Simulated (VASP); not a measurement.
```
Ca
1.0
   -2.24000     2.24000     2.24000
    2.24000    -2.24000     2.24000
    2.24000     2.24000    -2.24000
Ca
1
Direct
  0.00000   0.00000   0.00000
```

These are LDA (Ceperley-Alder, Perdew-Zunger), VASP's LDA PAW potentials (set 64) (plane waves; VASP) values and carry that method's errors. Settings: 300 eV cut-off, 14×14×14 Γ-centred mesh, Gaussian smearing of 0.20 eV, potentials Ca_sv.

**Question.** Give the energies of bands 5 to 8 at the high-symmetry points, in eV from the Fermi level.

**Answer.** 
```
band      Γ     H      N     P
----  -----  ----  -----  ----
5     -3.94  0.08  -0.91  0.32
6      2.08  0.08  -0.01  0.32
7      2.08  3.68   1.21  0.32
8      2.08  3.68   2.96  3.19
```

It has no gap at this level: it comes out as a metal or semimetal.

The structure comes from a measured Ca entry of the Crystallography Open Database, whose conditions weren't checked. The cell was not relaxed at this level.
